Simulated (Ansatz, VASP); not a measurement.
# GaN: VASP beside Ansatz

Wanted: the spread between two codes on one cell, functional and k mesh. The structure shown comes from an earlier Ansatz run, which isn't shown and may have moved the atoms alone.

Calculated with Ansatz 0.2.0; plane waves, with VASP 6.6.1 beside it; elastic constants at LDA.

## Step 1: The starting structure

The structure is hexagonal, space group P6_3mc (No. 186). The conventional cell has a = 3.152 Å, b = 3.152 Å, c = 5.138 Å, α = 90.00°, β = 90.00°, γ = 120.00°. Nearest to Ga lie 4 N at 1.93 Å. N has 4 Ga at 1.93 Å nearest. Farther neighbours and most contacts between anions are not listed.

## Step 2: Ansatz: elastic constants, LDA

Ansatz runs on its PAW soft_1 files.

Elastic constants are differences of stresses under small strains, so they test the stress and the mesh.

The input, input.yaml:

```yaml
crystal:
  lattice:
    - [3.1516453345, 0.0, 0.0]
    - [-1.5758226673, 2.7294049234, 0.0]
    - [0.0, 0.0, 5.1382747378]
  atoms:
    - { symbol: Ga, position: [0.3333333333, 0.6666666667, -0.0006998036] }
    - { symbol: Ga, position: [0.6666666667, 0.3333333333, 0.4993001964] }
    - { symbol: "N", position: [0.3333333333, 0.6666666667, 0.3756998036] }
    - { symbol: "N", position: [0.6666666667, 0.3333333333, 0.8756998036] }
kpoints:
  mp_grid: { grid: [9, 9, 6] }
hamiltonian:
  xc: lda
  pseudopotentials: { kind: paw, azcp: { folder: soft_1 }, xc_functional: pbe }
scf:
  occupations: { method: fixed }
output:
  forces: true
  stress: true
  eigenvalues: true
elastic:
  mode: relaxed_ion
  stencil: two_point
```

The run is started by

```sh
> ansatz run input.yaml --threads 8 --pin off --max-ram 15360MiB --backend cpu --events-out ev --progress --plain --runs-dir out
```

Numbers of over 12 decimals in the logs are rounded to 6 here.

The program printed:

```text
Engine: ansatz 0.2.0, x86_64-unknown-linux-gnu
Pseudopotentials: kind: paw
Pseudopotential: Ga, paw, valence charge 13, recommended cutoff 420 eV (normal), soft_1/Ga.paw.azcp
Pseudopotential: N, paw, valence charge 5, recommended cutoff 420 eV (normal), soft_1/N.paw.azcp
Functional definition: SPW92
  exchange = slater_x
  correlation = pw_c
Crystal: 4 atoms, lattice volume = 44.200 Å³
Basis set: ecut = 420 eV, 845 PW (Γ)
Bands: 22, of which v1, the nominal top of the filled ones, is band 18 counted from 1 (17 counted from 0)
Symmetry: 12 space group operations
Space group: P63mc (ITA 186), of the structure as read, at distance tolerance 3.5e-5 Å
k-points: 48 of 486 (time reversal used)
Non-local potential: Ga, projectors of the file, l = 0: 2, l = 1: 2, l = 2: 3, l = 3: 1
Non-local potential: N, projectors of the file, l = 0: 2, l = 1: 2, l = 2: 1
PAW form: soft (Blöchl's): semilocal exchange-correlation on the pseudo side does not see the compensation charge
PAW frozen core: Ga, regenerated for the run's functional, and the local potential with it (the file was generated under x = pbe(κ = 0.804, μ = 0.219515), c = pbe(β = 0.066725))
PAW frozen core: N, regenerated for the run's functional, and the local potential with it (the file was generated under x = pbe(κ = 0.804, μ = 0.219515), c = pbe(β = 0.066725))
PAW one-centre angular grid: Ga, 590 points (default); XC on 64 Gauss nodes
PAW one-centre angular grid: N, 110 points (default); XC on 64 Gauss nodes
Initial density: superposition of atomic densities (chi_scale 0.1, normalization cell, long waves kept (reshape's long-wave potential 0.00 eV rms))
Initial wavefunctions: pseudopotential atomic-orbital guess
Functional: x = slater, c = lda
SCF iter   1: F=—  HF=-8165.505407 eV  |F-HF|=—  |Δ(HF+E_count)|=         —  Δρ=1.07e-1  dr2=4.48e0  ethr=3.10e-3  ⟨swp⟩=4.0  Hψ=3738  notcnv=0  defer=10
preconditioner: auto → Resta (q_TF=auto, 2.637 Å⁻¹)  ε∞=4.9  [insulator: Δε(μ)=3.003 eV  Ē_g=17.069 eV  n_scr=22 (ndim 8)  ℏωp=33.5 eV  f_vac=0.000  ε∞_Penn≈4.9]
SCF iter   2: F=—  HF=-8164.357607 eV  |F-HF|=—  |Δ(HF+E_count)|=    1.15e0  Δρ=4.52e-2  dr2=5.00e-1  ethr=3.10e-3  ⟨swp⟩=2.0  Hψ=2259  notcnv=0  defer=38
SCF iter   3: F=—  HF=-8164.232464 eV  |F-HF|=—  |Δ(HF+E_count)|=   1.25e-1  Δρ=1.72e-2  dr2=9.83e-2  ethr=1.39e-3  ⟨swp⟩=2.0  Hψ=1179  notcnv=0  defer=93
SCF iter   4: F=—  HF=-8164.199655 eV  |F-HF|=—  |Δ(HF+E_count)|=   3.28e-2  Δρ=2.83e-3  dr2=4.30e-3  ethr=2.73e-4  ⟨swp⟩=3.0  Hψ=2003  notcnv=0  defer=93
SCF iter   5: F=—  HF=-8164.197625 eV  |F-HF|=—  |Δ(HF+E_count)|=   2.03e-3  Δρ=2.46e-3  dr2=1.46e-3  ethr=1.20e-5  ⟨swp⟩=2.1  Hψ=2017  notcnv=0  defer=93
SCF iter   6: F=—  HF=-8164.197910 eV  |F-HF|=—  |Δ(HF+E_count)|=   2.84e-4  Δρ=5.65e-4  dr2=1.07e-4  ethr=4.06e-6  ⟨swp⟩=2.1  Hψ=1779  notcnv=0  defer=93
SCF iter   7: F=—  HF=-8164.197913 eV  |F-HF|=—  |Δ(HF+E_count)|=   2.95e-6  Δρ=8.40e-5  dr2=3.70e-6  ethr=2.98e-7  ⟨swp⟩=2.1  Hψ=1569  notcnv=0
SCF iter   8: F=—  HF=-8164.197910 eV  |F-HF|=—  |Δ(HF+E_count)|=   2.41e-6  Δρ=1.15e-5  dr2=4.75e-8  ethr=1.03e-8  ⟨swp⟩=2.1  Hψ=1802  notcnv=0
SCF iter   9: F=—  HF=-8164.197910 eV  |F-HF|=—  |Δ(HF+E_count)|=   2.20e-8  Δρ=1.18e-6  dr2=6.41e-10  ethr=1.32e-10  ⟨swp⟩=2.4  Hψ=1902  notcnv=0
SCF iter  10: F=—  HF=-8164.197910 eV  |F-HF|=—  |Δ(HF+E_count)|=  3.64e-11  Δρ=2.72e-7  dr2=2.53e-11  ethr=1.78e-12  ⟨swp⟩=1.3  Hψ=1134  notcnv=0
SCF iter  11: F=—  HF=-8164.197910 eV  |F-HF|=—  |Δ(HF+E_count)|=  9.09e-13  Δρ=3.28e-8  dr2=3.52e-13  ethr=7.02e-14 (applied; sched 1.00e-12)  ⟨swp⟩=2.8  Hψ=1920  notcnv=0
SCF iter  12: F=-8164.197910 eV  HF=-8164.197910 eV  |F-HF|=1.82e-12  |Δ(HF+E_count)|=  9.09e-13  Δρ=7.96e-9  dr2=2.79e-14  ethr=1.00e-12  ⟨swp⟩=5.1  Hψ=4280  notcnv=0
SCF 1 converged in 12 iterations: F = -8164.197910 eV  dr2 = 2.79e-14
  greatest PAW one-centre occupation: 0.996 electrons in one spin orbital (limit 2), on the Ga atom at site 1 (counted from 0), in its partial waves of l = 2
Crystal: 4 atoms, lattice volume = 44.112 Å³
Symmetry: 4 space group operations
k-points: 100 of 486 (time reversal used)
Initial density: handed on by an earlier stage of this run
Initial wavefunctions: pseudopotential atomic-orbital guess (no wavefunctions were taken with the density)
iter 1 solved again at ethr=1.32e-5 eV; its pass at ethr=3.10e-3 eV (dr2=4.74e-3 eV) is discarded
SCF iter   1: F=—  HF=-8164.199107 eV  |F-HF|=—  |Δ(HF+E_count)|=         —  Δρ=5.92e-3  dr2=4.62e-3  ethr=1.32e-5  ⟨swp⟩=2.0  Hψ=11231  notcnv=0  defer=148
preconditioner: auto → Resta (q_TF=auto, 2.637 Å⁻¹)  ε∞=5.0  [insulator: Δε(μ)=2.125 eV  Ē_g=16.690 eV  n_scr=22 (ndim 8)  ℏωp=33.5 eV  f_vac=0.006  ε∞_Penn≈5.0]
SCF iter   2: F=—  HF=-8164.197792 eV  |F-HF|=—  |Δ(HF+E_count)|=   1.31e-3  Δρ=2.38e-3  dr2=6.92e-4  ethr=1.28e-5  ⟨swp⟩=2.0  Hψ=3989  notcnv=0  defer=197
[...]
SCF iter   4: F=—  HF=-8164.197858 eV  |F-HF|=—  |Δ(HF+E_count)|=   6.02e-7  Δρ=8.34e-6  dr2=2.53e-8  ethr=1.88e-9  ⟨swp⟩=2.5  Hψ=5406  notcnv=0
SCF iter   5: F=—  HF=-8164.197858 eV  |F-HF|=—  |Δ(HF+E_count)|=  2.94e-10  Δρ=4.51e-6  dr2=7.71e-9  ethr=7.03e-11  ⟨swp⟩=2.0  Hψ=5447  notcnv=0
SCF iter   6: F=—  HF=-8164.197858 eV  |F-HF|=—  |Δ(HF+E_count)|=   2.83e-9  Δρ=1.39e-6  dr2=5.98e-10  ethr=2.14e-11  ⟨swp⟩=2.0  Hψ=5541  notcnv=0
SCF iter   7: F=—  HF=-8164.197858 eV  |F-HF|=—  |Δ(HF+E_count)|=  1.56e-10  Δρ=5.29e-7  dr2=8.53e-11  ethr=1.66e-12  ⟨swp⟩=2.0  Hψ=5424  notcnv=0
SCF iter   8: F=—  HF=-8164.197858 eV  |F-HF|=—  |Δ(HF+E_count)|=  1.82e-11  Δρ=9.93e-8  dr2=2.10e-12  ethr=2.37e-13 (applied; sched 1.00e-12)  ⟨swp⟩=2.0  Hψ=5538  notcnv=0
SCF iter   9: F=-8164.197858 eV  HF=-8164.197858 eV  |F-HF|=1.82e-12  |Δ(HF+E_count)|=  1.82e-12  Δρ=1.99e-8  dr2=8.09e-14  ethr=1.00e-12  ⟨swp⟩=2.2  Hψ=11899  notcnv=0
SCF 25 converged in 9 iterations: F = -8164.197858 eV  dr2 = 8.09e-14
relax step   1: F+E_penalty+E_count = -8164.19785764 eV  Δ(F+E_penalty+E_count) = +0.000e0 eV  max|allowed force component| = 1.167e-2 eV/Å  Δτ_max = 0.0000 Å  (9 SCF iters, accepted)
[...]
relax step   2: F+E_penalty+E_count = -8164.19786764 eV  Δ(F+E_penalty+E_count) = -1.000e-5 eV  max|allowed force component| = 8.338e-5 eV/Å  Δτ_max = 0.0004 Å  (8 SCF iters, accepted)
[...]
relax step   3: F+E_penalty+E_count = -8164.19786764 eV  Δ(F+E_penalty+E_count) = -4.602e-10 eV  max|allowed force component| = 2.464e-5 eV/Å  Δτ_max = 0.0000 Å  (6 SCF iters, accepted)
iter 1 solved again at ethr=1.00e-12 eV; its pass at ethr=3.10e-3 eV (dr2=1.20e-14 eV) is discarded
SCF iter   1: F=—  HF=-8164.197868 eV  |F-HF|=—  |Δ(HF+E_count)|=         —  Δρ=3.96e-9  dr2=9.01e-15  ethr=1.00e-12  ⟨swp⟩=2.7  Hψ=14358  notcnv=0  defer=1
SCF iter   2: F=-8164.197868 eV  HF=-8164.197868 eV  |F-HF|=9.09e-13  |Δ(HF+E_count)|=    0.00e0  Δρ=2.40e-9  dr2=4.24e-15  ethr=1.00e-12  ⟨swp⟩=3.4  Hψ=9096  notcnv=0
SCF 28 converged in 2 iterations: F = -8164.197868 eV  dr2 = 4.24e-15
SCF converged after 12 iterations
Free energy (F): -8164.197910 eV
Harris-Foulkes:  -8164.197910 eV  (|F-HF|=1.82e-12)
Internal energy: -8164.197910 eV  (E = F + TS)
E sigma→0 (E₀):  -8164.197910 eV
Fermi energy:    9.828019 eV
--- Per-component energies (eV) ---
  E_band       = -9.227782
  E_kinetic    = 483.749059
  E_local      = -2787.181567  (includes V_loc(G=0)·N_el)
  E_nonlocal   = -103.463267
  E_hartree    = 1770.397482
  E_xc         = -243.693686
  E_vxc        = -262.890633  (∫ρ·V_xc dr)
  E_paw        = -4078.925240  (= ΣΔE_a)
  E_vpaw       = -880.237639  (= ΣTr[D̂ρ^β])
  E_aug_tail   = 0.001302  (compensation charges beyond the density's cutoff)
  E_ewald      = -3208.699042
  E_core_change = 3.617051  (= ΣΔE_core)
  E_smearing   = -0.000000  (= −TS)
  E_closure    = 0.000000  (closes the sum)
  Σ components = -8164.197910   (vs F -8164.197910, Δ=0.00e0)
--- Forces (eV/Å), atoms counted from 1 ---
  atom   1  Ga    -0.00000000     0.00000000    -0.00001569
  atom   2  Ga     0.00000000    -0.00000000    -0.00001569
  atom   3  N      0.00000000    -0.00000000     0.00001426
  atom   4  N     -0.00000000     0.00000000     0.00001426
  max |Σ_I F_I| component: 2.85e-6 eV/Å
--- Stress (GPa, compression-positive) ---
       -0.002736       0.000000      -0.000000
        0.000000      -0.002736       0.000000
       -0.000000       0.000000       0.000488
  P = ⅓ Tr σ = -0.0017 GPa (-0.017 kbar)
--- Band table (eV; the first three rows and the last of 48) ---
  k-point 0: bands = [... 14 lower, 8.7436, 9.7750, 9.8280, 9.8280, 11.9624, 14.2040, 19.0457, 19.7431]
  k-point 1: bands = [... 14 lower, 8.8129, 8.9832, 9.7519, 9.7519, 12.6108, 14.2606, 18.8517, 19.7758]
  k-point 2: bands = [... 14 lower, 9.0044, 9.0044, 9.5468, 9.5468, 13.5880, 14.3580, 18.4442, 18.8544]
  k-point 47: bands = [... 14 lower, 5.4097, 5.4097, 8.2632, 8.2632, 16.3165, 16.3165, 17.0848, 17.0848]
--- Elastic constants: 3 strain directions × 2 members + reference (group order 12) ---
  dense FFT box of the reference and of every strained cell: 24×24×36
  strains applied: 11, 33, 23; error gains: componentwise 1.00 (the most a stress slope's error grows in a printed constant), spectral 1.41 (1 for all six strains in a standard setting)
  C = ∂σ_k/∂η_j (tension-positive GPa; Voigt order 11 22 33 23 13 12):
       367.028    138.077    100.136     -0.000      0.000     -0.000
       138.077    367.028    100.136     -0.000      0.000      0.000
       100.095    100.095    409.766     -0.000      0.000      0.000
        -0.000      0.000      0.000     96.599     -0.000     -0.000
        -0.000      0.000     -0.000     -0.000     96.599      0.000
        -0.000      0.000     -0.000      0.000     -0.000    114.475
  reference stress σ⁰ (GPa):      0.003      0.003     -0.000     -0.000      0.000     -0.000
  C* (energy form; C + prestress term) asymmetry max|C*_kj − C*_jk| = 4.427e-2 GPa — a small one proves nothing (zero by symmetry where the batch's group is 432, −43m or m−3m); a large one is finite-difference/SCF noise where every solve meets its electron count
  moduli (Voigt/Reuss/Hill, GPa): K = 202.27/202.27/202.27   G = 115.24/111.94/113.59   E = 287.03   ν = 0.263
  mechanically stable: yes (min eigenvalue of sym C = 96.60 GPa)
  strain η (Voigt 11):  stress-route row diagonal C_11 = 367.03 GPa, energy-path curvature d²(F+E_count+ΔE)/dδ²/Ω₀ = 367.65 GPa
         δ    σ_11 (GPa)             F (eV)   n_scf  n_hpsi   n_pw
    -2.000e-3      -0.7346       -8164.1977175       2   18425    871   relax 4 steps, max|allowed force component| 1.08e-5 eV/Å
     2.000e-3       0.7335       -8164.1977234       2   19023    876   relax 3 steps, max|allowed force component| 3.26e-6 eV/Å
  strain η (Voigt 33):  stress-route row diagonal C_33 = 409.77 GPa, energy-path curvature d²(F+E_count+ΔE)/dδ²/Ω₀ = 410.11 GPa
         δ    σ_33 (GPa)             F (eV)   n_scf  n_hpsi   n_pw
    -2.000e-3      -0.8217       -8164.1976819       2    8816    872   relax 5 steps, max|allowed force component| 6.95e-8 eV/Å
     2.000e-3       0.8174       -8164.1976830       2    9026    874   relax 3 steps, max|allowed force component| 1.79e-6 eV/Å
  strain η (Voigt 23):  stress-route row diagonal C_44 = 96.60 GPa, energy-path curvature d²(F+E_count+ΔE)/dδ²/Ω₀ = 96.92 GPa
         δ    σ_23 (GPa)             F (eV)   n_scf  n_hpsi   n_pw
    -2.000e-3      -0.1932       -8164.1978676       2   26492    872   relax 3 steps, max|allowed force component| 1.78e-5 eV/Å
     2.000e-3       0.1932       -8164.1978676       2   24770    872   relax 3 steps, max|allowed force component| 2.46e-5 eV/Å
```

(Continued in part 2 of 2.)

[Lines on the potential files, build, host, timing and source positions are cut from VASP's logs without a mark.]

[Logs are printed without paths, hosts, clocks, repeated set-up lines and the standing remarks that a program may print on its own settings, such as how far it seeks lower states.]

[Hosts, paths, dates, database ids (printed as entryN), source tags and the programs' standing remarks are cut or masked in the printed files.]
